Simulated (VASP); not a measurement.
A VASP calculation is set up with these files.

### KPOINTS
```
Automatic mesh
0
Gamma
11 11 11
0 0 0
```

INCAR:
```
SYSTEM = TiN
PREC = Accurate
ENCUT = 520
EDIFF = 1E-6
NELM = 100
ALGO = Normal
LREAL = .FALSE.
LASPH = .TRUE.
ISMEAR = 1
SIGMA = 0.1
GGA = PE
LMAXMIX = 4
LWAVE = .FALSE.
LCHARG = .FALSE.
ISIF = 2
```

### POSCAR
```
TiN
1
    0.0000000000     2.1624134331     2.1624262713
    2.1624366120     0.0000000000     2.1623978668
    2.1623961070     2.1623630820     0.0000000000
Ti N
1 1
Direct
  0.0000000000   0.0000000000   0.0000000000
  0.5000000000   0.5000000000   0.5000000000
```

POTCAR, in this order: Ti_sv N (PBE.64 set). Program: vasp_std.

### Question
One choice in this input is risky. Which, and does it do harm here?

### Answer
The risk: the lattice vectors carry noise near SYMPREC. Here it does no harm: the run (PBE GGA, plane waves, VASP's PBE PAW potentials (set 64)) converges to the same energy and pressure as with the safe setting.
**OSZICAR**
```
       N       E                     dE             d eps       ncg     rms          rms(c)
DAV:   1     0.143713847999E+03    0.14371E+03   -0.89194E+03  8788   0.166E+03
DAV:   2    -0.111913014624E+02   -0.15491E+03   -0.14852E+03  9196   0.417E+02
DAV:   3    -0.241785514705E+02   -0.12987E+02   -0.12679E+02 10712   0.118E+02
DAV:   4    -0.248245727655E+02   -0.64602E+00   -0.64017E+00 12256   0.254E+01
DAV:   5    -0.248442470830E+02   -0.19674E-01   -0.19655E-01 11260   0.388E+00    0.172E+01
DAV:   6    -0.199970048933E+02    0.48472E+01   -0.33738E+01 10800   0.699E+01    0.677E+00
DAV:   7    -0.196362007076E+02    0.36080E+00   -0.40592E+00 10892   0.248E+01    0.437E+00
DAV:   8    -0.197029080995E+02   -0.66707E-01   -0.13082E+00  9944   0.159E+01    0.324E+00
DAV:   9    -0.195922374271E+02    0.11067E+00   -0.29995E-01  9908   0.784E+00    0.108E+00
DAV:  10    -0.195865298651E+02    0.57076E-02   -0.72473E-02  9640   0.382E+00    0.392E-01
DAV:  11    -0.195857566836E+02    0.77318E-03   -0.60344E-03 10796   0.888E-01    0.141E-01
DAV:  12    -0.195856907429E+02    0.65941E-04   -0.14577E-03 11684   0.572E-01    0.606E-02
DAV:  13    -0.195856431485E+02    0.47594E-04   -0.38192E-04 10980   0.260E-01    0.185E-02
DAV:  14    -0.195856405093E+02    0.26392E-05   -0.17820E-05  9972   0.541E-02    0.523E-03
DAV:  15    -0.195856400488E+02    0.46046E-06   -0.16191E-06  8952   0.148E-02
   1 F= -.19585640E+02 E0= -.19585128E+02  d E =-.153483E-02
```

The compound is TiN in the rock salt structure. The cell was not relaxed at this level. The electron count is odd and the run is not spin-polarised, which forces a metal.
